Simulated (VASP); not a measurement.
```xyz
4
Lattice="3.9654 0.0000 0.0000 0.0000 3.9654 0.0000 0.0000 0.0000 5.4321" Properties=species:S:1:pos:R:3 pbc="T T T"
Sn     1.9827     0.0000     4.2558
Sn     0.0000     1.9827     1.1763
O      1.9827     1.9827     0.0000
O      0.0000     0.0000     0.0000
```

Calculation: vdW-DF2, VASP's PBE PAW potentials (set 64) (plane waves; VASP). Numerical set-up: 520 eV cut-off, 6×6×5 Γ-centred mesh, tetrahedra with Blöchl corrections, potentials Sn_d O.

The cores are frozen, which limits the accuracy of field gradients.

Question: Give the principal components of the electric field gradient (V/Å²) and the asymmetry η at each nucleus.

Answer: 
| atom | Vxx | Vyy | Vzz | η |
|---|---|---|---|---|
| Sn1 | 75.2 | 75.2 | -150.4 | 0.00 |
| Sn2 | 75.2 | 75.2 | -150.4 | 0.00 |
| O3 | -0.1 | -0.1 | 0.2 | - |
| O4 | -0.1 | -0.1 | 0.2 | - |

The compound is SnO in the litharge structure. It was relaxed first, which changed the volume by +22 %.
